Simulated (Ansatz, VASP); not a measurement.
## Hf4N4O (O on HfN(001)) in two plane-wave programs

Aim: how closely do two programs agree when they are given the same cell, functional and k mesh? The structure shown is the end of the VASP relaxation below.

Method: plane waves, with VASP 6.6.1 beside it; single point at PBEsol, in Ansatz 0.2.0.

## (1) Starting point

The cell holds 36 atoms: 16 Hf, 16 N and 4 O. Its edges and angles: a = 6.378 Å, b = 6.378 Å, c = 24.465 Å, α = 90.0°, β = 90.0°, γ = 90.0°. It derives from HfN. Vacuum lies along c.

Structure file:

```xyz
36
Lattice="6.3781 0.0000 0.0000 0.0000 6.3781 0.0000 0.0000 0.0000 24.4650" Properties=species:S:1:pos:R:3
Hf    0.0000    0.0000    8.0000
Hf    0.0000    3.1891    8.0000
Hf    3.1891    0.0000    8.0000
Hf    3.1891    3.1891    8.0000
Hf    1.5945    1.5945   10.2550
Hf    1.5945    4.7836   10.2550
Hf    4.7836    1.5945   10.2550
Hf    4.7836    4.7836   10.2550
Hf    0.0000    0.0000   12.7191
Hf    0.0000    3.1891   12.7191
Hf    3.1891    0.0000   12.7191
Hf    3.1891    3.1891   12.7191
Hf    1.5945    1.5945   15.3582
Hf    1.5945    4.7836   15.3582
Hf    4.7836    1.5945   15.3582
Hf    4.7836    4.7836   15.3582
N     1.5945    1.5945    8.0000
N     1.5945    4.7836    8.0000
N     4.7836    1.5945    8.0000
N     4.7836    4.7836    8.0000
N     0.0000    0.0000   10.2550
N     0.0000    3.1891   10.2550
N     3.1891    0.0000   10.2550
N     3.1891    3.1891   10.2550
N     1.5945    1.5945   12.4916
N     1.5945    4.7836   12.4916
N     4.7836    1.5945   12.4916
N     4.7836    4.7836   12.4916
N     0.0000    0.0000   14.7618
N     0.0000    3.1891   14.7618
N     3.1891    0.0000   14.7618
N     3.1891    3.1891   14.7618
O     1.5945    1.5945   17.1116
O     1.5945    4.7836   17.1116
O     4.7836    1.5945   17.1116
O     4.7836    4.7836   17.1116
```

## (2) VASP: relaxation, PBEsol

This run makes the geometry at which the two programs are then compared.

Lines of VASP's logs that name or quote its potential files are left out, and so is its time.

INCAR

```
SYSTEM = Hf4N4O
PREC = Normal
ENCUT = 400
EDIFF = 1E-05
NELM = 120
ISMEAR = 1
SIGMA = 0.1
LREAL = Auto
ALGO = Fast
GGA = PS
NBANDS = 176
LASPH = .TRUE.
LORBIT = 11
LWAVE = .FALSE.
LCHARG = .FALSE.
KPAR = 4
NCORE = 2
IBRION = 2
NSW = 80
ISIF = 2
EDIFFG = -0.04
POTIM = 0.4
MAXMIX = 40
IDIPOL = 3
LDIPOL = .TRUE.
DIPOL = 0.5 0.5 0.488
ISYM = 2
```

POSCAR

```
Hf4N4O
1.0
    6.3781031660      0.0000000000      0.0000000000
    0.0000000000      6.3781031660      0.0000000000
    0.0000000000      0.0000000000     24.4650000000
Hf N O
16 16 4
Selective dynamics
Direct
    0.0000000000      0.0000000000      0.3269977520  F F F
    0.0000000000      0.5000000000      0.3269977520  F F F
    0.5000000000      0.0000000000      0.3269977520  F F F
    0.5000000000      0.5000000000      0.3269977520  F F F
    0.2500000000      0.2500000000      0.4191702430  F F F
    0.2500000000      0.7500000000      0.4191702430  F F F
    0.7500000000      0.2500000000      0.4191702430  F F F
    0.7500000000      0.7500000000      0.4191702430  F F F
    0.0000000000      0.0000000000      0.5113427350  T T T
    0.0000000000      0.5000000000      0.5113427350  T T T
    0.5000000000      0.0000000000      0.5113427350  T T T
    0.5000000000      0.5000000000      0.5113427350  T T T
    0.2500000000      0.2500000000      0.6035152260  T T T
    0.2500000000      0.7500000000      0.6035152260  T T T
    0.7500000000      0.2500000000      0.6035152260  T T T
    0.7500000000      0.7500000000      0.6035152260  T T T
    0.2500000000      0.2500000000      0.3269977520  F F F
    0.2500000000      0.7500000000      0.3269977520  F F F
    0.7500000000      0.2500000000      0.3269977520  F F F
    0.7500000000      0.7500000000      0.3269977520  F F F
    0.0000000000      0.0000000000      0.4191702430  F F F
    0.0000000000      0.5000000000      0.4191702430  F F F
    0.5000000000      0.0000000000      0.4191702430  F F F
    0.5000000000      0.5000000000      0.4191702430  F F F
    0.2500000000      0.2500000000      0.5113427350  T T T
    0.2500000000      0.7500000000      0.5113427350  T T T
    0.7500000000      0.2500000000      0.5113427350  T T T
    0.7500000000      0.7500000000      0.5113427350  T T T
    0.0000000000      0.0000000000      0.6035152260  T T T
    0.0000000000      0.5000000000      0.6035152260  T T T
    0.5000000000      0.0000000000      0.6035152260  T T T
    0.5000000000      0.5000000000      0.6035152260  T T T
    0.2500000000      0.2500000000      0.6730022480  T T T
    0.2500000000      0.7500000000      0.6730022480  T T T
    0.7500000000      0.2500000000      0.6730022480  T T T
    0.7500000000      0.7500000000      0.6730022480  T T T
```

KPOINTS

```
Automatic mesh
0
Gamma
4 4 1
0 0 0
```

The projector-augmented-wave data sets are Hf_sv_GW, N and O (PBE family, release 64).

On the command line:

```sh
> mpirun -np 8 vasp_std
```

Numbers of over 12 decimals in the logs are rounded to 6 here.

The program printed:

```text
[banner, memory and clock lines left out]
running    8 mpi-ranks, on    1 nodes
[...]
|                                                                             |
|               ----> ADVICE to this user running VASP <----                  |
|                                                                             |
|     You enforced a specific xc type in the INCAR file but a different       |
|     [... a line on the potential file left out ...]
|     I HOPE YOU KNOW WHAT YOU ARE DOING!                                     |
|                                                                             |

 LDA part: xc-table for (Slater+PW92), standard interpolation
 POSCAR, INCAR and KPOINTS ok, starting setup
[...]
entering main loop
       N       E                     dE             d eps       ncg     rms          rms(c)
DAV:   1     0.327999910994E+04    0.32800E+04   -0.14684E+05  2536   0.123E+03
DAV:   2    -0.126258346336E+03   -0.34063E+04   -0.33328E+04  2856   0.408E+02
[...]
RMM:   6    -0.430426824961E+03   -0.15510E-02   -0.33349E-03  2566   0.725E-02    0.160E+00
RMM:   7    -0.430426527606E+03    0.29736E-03   -0.13562E-03  2182   0.583E-02    0.599E-01
RMM:   8    -0.430426938605E+03   -0.41100E-03   -0.24965E-04  2028   0.245E-02    0.647E-02
RMM:   9    -0.430427112620E+03   -0.17402E-03   -0.19606E-04  1740   0.142E-02    0.171E-01
RMM:  10    -0.430427151075E+03   -0.38455E-04   -0.29550E-05  1279   0.799E-03    0.231E-01
RMM:  11    -0.430427158641E+03   -0.75666E-05   -0.14253E-05  1205   0.504E-03
  18 F= -.43042716E+03 E0= -.43042455E+03  d E =-.363716E-01
[... from here on, the cycles between the ionic steps are left out ...]
  19 F= -.43043328E+03 E0= -.43043018E+03  d E =-.424977E-01
  20 F= -.43043494E+03 E0= -.43043198E+03  d E =-.441544E-01
  21 F= -.43043950E+03 E0= -.43043648E+03  d E =-.455875E-02
  22 F= -.43044225E+03 E0= -.43043931E+03  d E =-.730435E-02
  23 F= -.43044225E+03 E0= -.43043929E+03  d E =-.730950E-02
  24 F= -.43044520E+03 E0= -.43044199E+03  d E =-.294722E-02
  25 F= -.43044708E+03 E0= -.43044350E+03  d E =-.482470E-02
  26 F= -.43044718E+03 E0= -.43044369E+03  d E =-.107016E-03
  27 F= -.43044727E+03 E0= -.43044383E+03  d E =-.195851E-03
[...]
reached required accuracy - stopping structural energy minimisation
```

OUTCAR, selected parts (step 2):

```text
  Total      -39.5588136    -39.5588136    -16.9661157      0.0000000      0.0000000      0.0000000
  in kB      -63.6832972    -63.6832972    -27.3127046      0.0000000      0.0000000      0.0000000
  external PRESSURE =     -51.5597663 kB  Pullay stress =       0.0000000 kB

 POSITION                                       TOTAL-FORCE (eV/Angst)
 -----------------------------------------------------------------------------------
      0.00000      0.00000      8.00000        -0.000000      0.000000      1.524098
      0.00000      3.18905      8.00000         0.000000     -0.000000      1.524098
      3.18905      0.00000      8.00000         0.000000     -0.000000      1.524098
      3.18905      3.18905      8.00000         0.000000     -0.000000      1.524098
      1.59453      1.59453     10.25500         0.000000      0.000000     -0.278416
      1.59453      4.78358     10.25500        -0.000000     -0.000000     -0.278416
      4.78358      1.59453     10.25500        -0.000000     -0.000000     -0.278416
      4.78358      4.78358     10.25500        -0.000000     -0.000000     -0.278416
      6.37810      0.00000     12.71910        -0.000000     -0.000000      0.011346
      0.00000      3.18905     12.71910        -0.000000     -0.000000      0.011346
      3.18905      0.00000     12.71910        -0.000000     -0.000000      0.011346
      3.18905      3.18905     12.71910        -0.000000     -0.000000      0.011346
      1.59453      1.59453     15.35824         0.000000      0.000000     -0.007931
      1.59453      4.78358     15.35824         0.000000     -0.000000     -0.007931
[...]
-----------------------------------------------------------------------------------
    total drift:                                0.000000     -0.000000     -0.028523

  FREE ENERGIE OF THE ION-ELECTRON SYSTEM (eV)
  ---------------------------------------------------
  free  energy   TOTEN  =      -430.4472715611 eV

  energy  without entropy=     -430.4369441725  energy(sigma->0) =     -430.44382910

 reached required accuracy - stopping structural energy minimisation

[... 3 further parts left out ...]
[key lines of the parts left out:]
E-fermi :   0.6181
```

The run keeps the 8 symmetry operations of its start, so it cannot find a distortion of lower symmetry.

[end of part 1 of 2]

[Lines on the potential files, build, host, timing and source positions are cut from VASP's logs without a mark.]

[Logs are printed without paths, hosts, clocks, repeated set-up lines and the standing remarks that a program may print on its own settings, such as how far it seeks lower states.]

[Hosts, paths, dates, database ids (printed as entryN), source tags and the programs' standing remarks are cut or masked in the printed files.]
